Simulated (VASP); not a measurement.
Calculation: PBE GGA, VASP's PBE PAW potentials (set 64) (plane waves; VASP).

Input for VASP

INCAR:
```
# general
SYSTEM   =  FeAl
PREC     =  Accurate
ENCUT    =  500   # plane-wave cut-off (eV)
LREAL    =  .FALSE.   # projection in real space or not
LASPH    =  .TRUE.

# electronic loop
EDIFF    =  1E-6
NELM     =  100   # most electronic steps
ALGO     =  Normal
LMAXMIX  =  4   # l cut-off of mixed one-centre charges

# smearing
ISMEAR   =  1   # Methfessel-Paxton
SIGMA    =  0.1

# functional
GGA      =  PE

# ions
IBRION   =  2   # conjugate gradients
NSW      =  40
ISIF     =  3
EDIFFG   =  -0.02   # ionic stop
PSTRESS  =  100   # kbar

# output
LWAVE    =  .FALSE.
LCHARG   =  .FALSE.
```

POSCAR:
```
FeAl
1
    2.8438822226     0.0000000000     0.0000000000
    0.0000000000     2.8438822226     0.0000000000
    0.0000000000     0.0000000000     2.8438822226
Al Fe
1 1
Direct
  0.5000000000   0.5000000000   0.5000000000
  0.0000000000   0.0000000000   0.0000000000
```

KPOINTS:
```
Automatic mesh
0
Gamma
13 13 13
0 0 0
```

POTCAR, in this order: Al Fe (PBE.64 set). Program: vasp_std.

What VASP printed:

File OUTCAR:
```
 ion  position               nearest neighbor table
   1  0.500  0.500  0.500-   2 2.46   2 2.46   2 2.46   2 2.46   2 2.46   2 2.46   2 2.46   2 2.46
  LATTYP: Found a simple cubic cell.
 ALAT       =     2.8438822226
 Subroutine PRICEL returns:
 Original cell was already a primitive cell.
 Subroutine GETGRP returns: Found 48 space group operations
The static configuration has the point symmetry O_h .
The dynamic configuration has the point symmetry O_h .
 Subroutine INISYM returns: Found 48 space group operations
 Subroutine IBZKPT returns following result:
 Found     84 irreducible k-points:

 Following reciprocal coordinates:
            Coordinates               Weight
  0.000000  0.000000  0.000000      1.000000
  0.076923  0.000000  0.000000      6.000000
  0.153846  0.000000  0.000000      6.000000
  0.230769  0.000000  0.000000      6.000000
  0.307692  0.000000  0.000000      6.000000
  0.384615  0.000000  0.000000      6.000000
  0.461538  0.000000  0.000000      6.000000
  0.076923  0.076923  0.000000     12.000000
  0.153846  0.076923  0.000000     24.000000
  0.230769  0.076923  0.000000     24.000000
  0.307692  0.076923  0.000000     24.000000
  0.384615  0.076923  0.000000     24.000000
  0.461538  0.076923  0.000000     24.000000
  0.153846  0.153846  0.000000     12.000000
  0.230769  0.153846  0.000000     24.000000
  0.307692  0.153846  0.000000     24.000000
  0.384615  0.153846  0.000000     24.000000
  0.461538  0.153846  0.000000     24.000000
  0.230769  0.230769  0.000000     12.000000
  0.307692  0.230769  0.000000     24.000000
  0.384615  0.230769  0.000000     24.000000
  0.461538  0.230769  0.000000     24.000000
  0.307692  0.307692  0.000000     12.000000
  0.384615  0.307692  0.000000     24.000000
  0.461538  0.307692  0.000000     24.000000
...
```

### OSZICAR
```
       N       E                     dE             d eps       ncg     rms          rms(c)
DAV:   1     0.317061481506E+02    0.31706E+02   -0.50413E+03  1520   0.121E+03
DAV:   2    -0.133892247553E+02   -0.45095E+02   -0.43624E+02  1522   0.182E+02
DAV:   3    -0.145583856052E+02   -0.11692E+01   -0.11455E+01  1800   0.394E+01
DAV:   4    -0.145797341244E+02   -0.21349E-01   -0.21327E-01  1987   0.475E+00
DAV:   5    -0.145801288213E+02   -0.39470E-03   -0.39468E-03  1841   0.545E-01    0.141E+01
DAV:   6    -0.163861893789E+02   -0.18061E+01   -0.72841E+01  1710   0.135E+02    0.174E+01
DAV:   7    -0.126483922532E+02    0.37378E+01   -0.34960E+01  1658   0.834E+01    0.251E+00
DAV:   8    -0.126162486328E+02    0.32144E-01   -0.21382E-01  1660   0.579E+00    0.143E+00
DAV:   9    -0.126018481389E+02    0.14400E-01   -0.42069E-02  1833   0.312E+00    0.340E-01
DAV:  10    -0.126014673215E+02    0.38082E-03   -0.95785E-04  1951   0.440E-01    0.160E-01
DAV:  11    -0.126014513006E+02    0.16021E-04   -0.21622E-05  1634   0.441E-02    0.851E-03
DAV:  12    -0.126014505915E+02    0.70909E-06   -0.55284E-06  1461   0.341E-02
   1 F= -.11165881E+02 E0= -.11165622E+02  d E =-.111659E+02
       N       E                     dE             d eps       ncg     rms          rms(c)
DAV:   1    -0.128733590565E+02   -0.27191E+00   -0.64127E+00  1588   0.496E+01    0.553E+00
DAV:   2    -0.131054351443E+02   -0.23208E+00   -0.11514E+01  1708   0.554E+01    0.613E+00
DAV:   3    -0.125319608826E+02    0.57347E+00   -0.45556E+00  1693   0.340E+01    0.742E-01
DAV:   4    -0.125265334123E+02    0.54275E-02   -0.23465E-02  1637   0.173E+00    0.313E-01
DAV:   5    -0.125252569318E+02    0.12765E-02   -0.28960E-03  2074   0.591E-01    0.666E-02
DAV:   6    -0.125252638157E+02   -0.68839E-05   -0.11262E-04  1722   0.177E-01    0.247E-02
DAV:   7    -0.125252651203E+02   -0.13046E-05   -0.22131E-06  1502   0.158E-02    0.236E-03
DAV:   8    -0.125252647909E+02    0.32940E-06   -0.15771E-07   787   0.641E-03
   2 F= -.11161998E+02 E0= -.11161779E+02  d E =0.388273E-02
       N       E                     dE             d eps       ncg     rms          rms(c)
DAV:   1    -0.126812474922E+02   -0.15598E+00   -0.19442E+00  1575   0.276E+01    0.298E+00
DAV:   2    -0.127777002364E+02   -0.96453E-01   -0.39247E+00  1785   0.314E+01    0.365E+00
DAV:   3    -0.125782941697E+02    0.19941E+00   -0.13670E+00  1739   0.192E+01    0.380E-01
DAV:   4    -0.125767914571E+02    0.15027E-02   -0.44936E-03  1554   0.647E-01    0.165E-01
DAV:   5    -0.125765291705E+02    0.26229E-03   -0.90215E-04  2176   0.359E-01    0.259E-02
DAV:   6    -0.125765372991E+02   -0.81286E-05   -0.13829E-05  1646   0.428E-02    0.105E-02
DAV:   7    -0.125765371583E+02    0.14087E-06   -0.26293E-06   872   0.256E-02
   3 F= -.11174450E+02 E0= -.11174208E+02  d E =-.856929E-02
```

### OUTCAR
```
------------------------ aborting loop because EDIFF is reached ----------------------------------------
  FORCE on cell =-STRESS in cart. coord.  units (eV):
  Direction    XX          YY          ZZ          XY          YZ          ZX
  --------------------------------------------------------------------------------------
  Total        1.4043263      1.4043263      1.4043263      0.0000000     -0.0000000      0.0000000
  in kB      100.1597251    100.1597251    100.1597251      0.0000000     -0.0000000      0.0000000
  external PRESSURE =       0.1597251 kB  Pullay stress =     100.0000000 kB
  volume of cell :       22.46
      direct lattice vectors                 reciprocal lattice vectors
     2.821598161  0.000000000 -0.000000000     0.354409077 -0.000000000  0.000000000
     0.000000000  2.821598161 -0.000000000    -0.000000000  0.354409077 -0.000000000
    -0.000000000  0.000000000  2.821598161     0.000000000  0.000000000  0.354409077
 POSITION                                       TOTAL-FORCE (eV/Angst)
 -----------------------------------------------------------------------------------
      1.41080      1.41080      1.41080         0.000000     -0.000000      0.000000
      0.00000      0.00000      0.00000        -0.000000      0.000000      0.000000
 -----------------------------------------------------------------------------------
    total drift:                                0.000000      0.000000      0.000000
  FREE ENERGIE OF THE ION-ELECTRON SYSTEM (eV)
  ---------------------------------------------------
  free  energy   TOTEN  =       -12.5765371583 eV

  energy  without entropy=      -12.5758102230  energy(sigma->0) =      -12.57629485
  enthalpy is  TOTEN    =       -11.1744503325 eV   P V=        1.4020868257

 reached required accuracy - stopping structural energy minimisation
```
(Selected blocks of OUTCAR.)

### CONTCAR
```
FeAl
   1.00000000000000
     2.8215981614370609    0.0000000000000000   -0.0000000000000000
     0.0000000000000000    2.8215981614370609   -0.0000000000000000
    -0.0000000000000000    0.0000000000000000    2.8215981614370609
  Al              Fe
     1     1
Direct
     0.5000000000000000    0.5000000000000000    0.5000000000000000
     0.0000000000000000    0.0000000000000000    0.0000000000000000
```

Energy and stress use the plane-wave basis of the starting cell.

The compound is FeAl in the CsCl type structure. This run relaxes it under an external pressure of 10 GPa. Symmetry was kept, so distortions that lower it aren't found. The run is not spin-polarised, so no magnetic state was tried. The electron count is odd and the run is not spin-polarised, which forces a metal.
